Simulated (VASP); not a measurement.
Data:

```xyz
4
Lattice="5.3329 0.0000 0.0000 0.0000 5.3329 0.0000 0.0000 0.0000 25.8159" Properties=species:S:1:pos:R:3 pbc="T T T"
K      2.6664     5.3329     8.8916
K      5.3329     2.6664    11.5724
K      2.6664     0.0000    14.2435
K      5.3329     2.6664    16.9242
```

The numbers are results of r2SCAN meta-GGA, VASP's PBE PAW potentials (set 64) (plane waves; VASP 6.6.1), not measurements. Settings: PREC = Normal, 400 eV cut-off, 5×5×1 Γ-centred mesh, first-order Methfessel-Paxton smearing of 0.10 eV, potentials K_sv.

Problem. Estimate the energy per atom (σ→0), band gap (on the k-mesh) with the smallest direct gap where there is one.

Solution. 
```
Quantity                                                     Value
------------------------  ----------------------------------------
band gap (on the k-mesh)  none (metal, semimetal or under 0.01 eV)
energy per atom (σ→0)                               -5.895 eV/atom
```

The absolute energy has meaning only against runs of the same code, potentials and settings.

The cell is a thin slab with vacuum, built from K (bcc): (100) face.
